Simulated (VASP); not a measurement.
Input for VASP

**KPOINTS**
```
Automatic mesh
0
Gamma
11 11 9
0 0 0
```

File POSCAR:
```
HfB2
1
    1.5308100722    -2.6514410894     0.0000000000
    1.5308100722     2.6514410894     0.0000000000
    0.0000000000     0.0000000000     3.3648397817
Hf B
1 2
Direct
  0.0000000000   0.0000000000   0.0000000000
  0.3333330000   0.6666670000   0.5000000000
  0.6666670000   0.3333330000   0.5000000000
```

### INCAR
```
ISIF=3   ! ions, shape and volume
LREAL=.FALSE.
SIGMA=0.1
GGA=PS   ! PBEsol
NSW=40   ! most ionic steps
PREC=Accurate
ISMEAR=1
LASPH=.TRUE.   ! aspherical one-centre terms
LWAVE=.FALSE.
ALGO=Normal   ! blocked Davidson
EDIFF=1E-6
SYSTEM=HfB2
LMAXMIX=6   ! l cut-off of mixed one-centre charges
IBRION=2   ! conjugate gradients
LCHARG=.FALSE.
ENCUT=620   ! plane-wave cut-off (eV)
EDIFFG=-0.02   ! ionic stop
NELM=100   ! most electronic steps
PSTRESS=300   ! kbar
```

POTCAR, in this order: Hf_pv B (PBE.64 set). Program: vasp_std.

Task: Translate this PBEsol calculation to Ansatz.

Result: One equivalent input (not run):
Ansatz 0.2 input:
```yaml
crystal:
  lattice:
    - [1.5308101, -2.6514411, 0.0000000]
    - [1.5308101, 2.6514411, 0.0000000]
    - [0.0000000, 0.0000000, 3.3648398]
  atoms:
    - { symbol: Hf, position: [0.0000000, 0.0000000, 0.0000000] }
    - { symbol: B, position: [0.3333330, 0.6666670, 0.5000000] }
    - { symbol: B, position: [0.6666670, 0.3333330, 0.5000000] }
kpoints:
  mp_grid: { grid: [11, 11, 9] }
hamiltonian:
  xc: pbesol
  pseudopotentials: { kind: paw }
scf:
  occupations: { method: methfessel_paxton, width: 0.1 }
  max_iter: 100
relax:
  max_steps: 40
  f_tol: 0.02
  cell: { p_target: 30 }
output: { forces: true, stress: true, eigenvalues: true }
```
What does not carry over: each code has its own PAW files, so the cut-off isn't converted (ENCUT is set for VASP's; basis.ecutwfc is left out, and Ansatz then takes the one that its files recommend); Ansatz stops its SCF on the density residual and VASP on the energy change (EDIFF).

The compound is HfB2 in the AlB2 type structure. This run relaxes it under an external pressure of 30 GPa. Symmetry was kept, so distortions that lower it aren't found.
